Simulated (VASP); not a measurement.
```xyz
2
Lattice="0.0000 3.0422 3.0422 3.0422 0.0000 3.0422 3.0422 3.0422 0.0000" Properties=species:S:1:pos:R:3 pbc="T T T"
Hg     0.0000     0.0000     0.0000
S      1.5211     1.5211     1.5211
```

The numbers are results of RPBE GGA, VASP's PBE PAW potentials (set 64) (plane waves; VASP), not measurements. Run with 520 eV cut-off, 10×10×10 Γ-centred mesh, first-order Methfessel-Paxton smearing of 0.10 eV, potentials Hg S.

Unless said otherwise, spin-orbit coupling is left out, though it shifts the bands of the heavy elements here.

Problem. Estimate the energy per atom (σ→0), band gap (on the k-mesh) with the smallest direct gap where there is one.

Solution. 
```yaml
band gap (on the k-mesh): none (metal, semimetal or under 0.01 eV)
energy per atom (σ→0): -1936 meV/atom
```

The absolute energy has meaning only against runs of the same code, potentials and settings.

The compound is HgS in the zinc blende structure, metacinnabar; cinnabar is the stable form. It was relaxed first, which changed the volume by +13 %.
